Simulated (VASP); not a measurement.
Method: PBEsol GGA, VASP's PBE PAW potentials (set 64) (plane waves; VASP).

VASP input:

**INCAR**
```
LWAVE = .FALSE.
LCHARG = .FALSE.
ISMEAR = 0
SYSTEM = PbF2
LREAL = .FALSE.   ! projection in real space or not
PREC = Accurate
ISIF = 2   ! forces and stress, cell fixed
ALGO = Normal   ! blocked Davidson
LMAXMIX = 4   ! l cut-off of mixed one-centre charges
LASPH = .TRUE.
EDIFF = 1E-7   ! SCF stop (eV)
ENCUT = 520   ! plane-wave cut-off (eV)
NELM = 100   ! most electronic steps
SIGMA = 0.05
GGA = PS   ! PBEsol
```

### KPOINTS
```
Automatic mesh
0
Gamma
7 7 7
0 0 0
```

POSCAR:
```
PbF2
1
    0.0000000000     3.0052603705     3.0052603705
    3.0052603705     0.0000000000     3.0052603705
    3.0052603705     3.0052603705     0.0000000000
Pb F
1 2
Direct
  0.0000000000   0.0000000000   1.0000000000
  0.2500000000   0.2500000000   0.2500000000
  0.7500000000   0.7500000000   0.7500000000
```

POTCAR, in this order: Pb_d F (PBE.64 set). Program: vasp_std.

Output

### OSZICAR
```
       N       E                     dE             d eps       ncg     rms          rms(c)
DAV:   1     0.303513350387E+03    0.30351E+03   -0.14966E+04   720   0.175E+03
DAV:   2     0.785550053030E+01   -0.29566E+03   -0.28529E+03   856   0.453E+02
DAV:   3    -0.159160889559E+02   -0.23772E+02   -0.23587E+02   852   0.145E+02
DAV:   4    -0.165949783217E+02   -0.67889E+00   -0.67822E+00   770   0.256E+01
DAV:   5    -0.166207752505E+02   -0.25797E-01   -0.25796E-01   806   0.501E+00    0.725E+00
DAV:   6    -0.149390280078E+02    0.16817E+01   -0.90789E+00   936   0.250E+01    0.278E+00
DAV:   7    -0.149143847066E+02    0.24643E-01   -0.42167E-01   726   0.448E+00    0.153E+00
DAV:   8    -0.149019533261E+02    0.12431E-01   -0.10169E-01   726   0.369E+00    0.463E-01
DAV:   9    -0.149000715363E+02    0.18818E-02   -0.19706E-02   792   0.103E+00    0.103E-01
DAV:  10    -0.149014651214E+02   -0.13936E-02   -0.24939E-03   720   0.589E-01    0.380E-02
DAV:  11    -0.149014393105E+02    0.25811E-04   -0.19173E-04   788   0.184E-01    0.211E-02
DAV:  12    -0.149014572691E+02   -0.17959E-04   -0.10615E-04   810   0.108E-01    0.124E-02
DAV:  13    -0.149014582004E+02   -0.93133E-06   -0.38752E-05   744   0.670E-02    0.635E-03
DAV:  14    -0.149014577371E+02    0.46330E-06   -0.40455E-06   754   0.162E-02    0.795E-04
DAV:  15    -0.149014577830E+02   -0.45957E-07   -0.13853E-07   668   0.313E-03
   1 F= -.14901458E+02 E0= -.14901458E+02  d E =-.302970E-16
```

OUTCAR:
```
------------------------ aborting loop because EDIFF is reached ----------------------------------------
  FORCE on cell =-STRESS in cart. coord.  units (eV):
  Direction    XX          YY          ZZ          XY          YZ          ZX
  --------------------------------------------------------------------------------------
  Total       -1.3492363     -1.3492363     -1.3492363      0.0000000      0.0000000     -0.0000000
  in kB      -39.8219293    -39.8219293    -39.8219293      0.0000000      0.0000000     -0.0000000
  external PRESSURE =     -39.8219293 kB  Pullay stress =       0.0000000 kB
  volume of cell :       54.28
      direct lattice vectors                 reciprocal lattice vectors
     0.000000000  3.005260370  3.005260370    -0.166374935  0.166374935  0.166374935
     3.005260370  0.000000000  3.005260370     0.166374935 -0.166374935  0.166374935
     3.005260370  3.005260370  0.000000000     0.166374935  0.166374935 -0.166374935
 POSITION                                       TOTAL-FORCE (eV/Angst)
 -----------------------------------------------------------------------------------
      0.00000      0.00000      0.00000         0.000000      0.000000      0.000000
      1.50263      1.50263      1.50263         0.000000      0.000000      0.000000
      4.50789      4.50789      4.50789        -0.000000     -0.000000     -0.000000
 -----------------------------------------------------------------------------------
    total drift:                                0.000000     -0.000000      0.000000
  FREE ENERGIE OF THE ION-ELECTRON SYSTEM (eV)
  ---------------------------------------------------
  free  energy   TOTEN  =       -14.9014577830 eV

  energy  without entropy=      -14.9014577830  energy(sigma->0) =      -14.90145778
```
(Selected blocks of OUTCAR.)

### OUTCAR
```
 val. band max:        1.2317254917   @ k =  -0.2857   0.4286   0.1429

 cond. band min:       5.5862196786   @ k =   0.4286   0.4286   0.0000


 Fermi energy:         1.5145819562

 k-point     1 :       0.0000    0.0000    0.0000
  band No.  band energies     occupation
      1     -19.4057      2.00000
      2     -18.8379      2.00000
      3     -13.0854      2.00000
      4     -13.0854      2.00000
      5     -13.0854      2.00000
      6     -13.0391      2.00000
      7     -13.0391      2.00000
      8      -3.4536      2.00000
      9      -0.9744      2.00000
     10      -0.9744      2.00000
     11      -0.9744      2.00000
     12      -0.4830      2.00000
     13      -0.4830      2.00000
     14      -0.4830      2.00000
     15       7.8683      0.00000
     16       7.8683      0.00000
     17       7.8683      0.00000
     18      11.6541      0.00000

 k-point     2 :       0.1429    0.0000    0.0000
  band No.  band energies     occupation
      1     -19.3703      2.00000
      2     -18.8693      2.00000
      3     -13.0787      2.00000
      4     -13.0787      2.00000
      5     -13.0498      2.00000
      6     -13.0386      2.00000
      7     -13.0386      2.00000
      8      -3.7224      2.00000
      9      -1.1223      2.00000
     10      -1.0105      2.00000
     11      -1.0105      2.00000
     12      -0.5151      2.00000
     13      -0.5151      2.00000
     14      -0.0401      2.00000
     15       7.2436      0.00000
     16       8.0200      0.00000
     17       8.0200      0.00000
     18      12.7298      0.00000

 k-point     3 :       0.2857    0.0000    0.0000
  band No.  band energies     occupation
      1     -19.2801      2.00000
      2     -18.9498      2.00000
      3     -13.0713      2.00000
      4     -13.0713      2.00000
      5     -13.0302      2.00000
      6     -13.0302      2.00000
      7     -12.9723      2.00000
      8      -4.1978      2.00000
      9      -1.3214      2.00000
...
```

Unless said otherwise, spin-orbit coupling is left out, though it shifts the bands of the heavy elements here.

The compound is PbF2 in the fluorite structure, the β form. This cell is one point of a volume scan, at 1.06 of the reference volume.
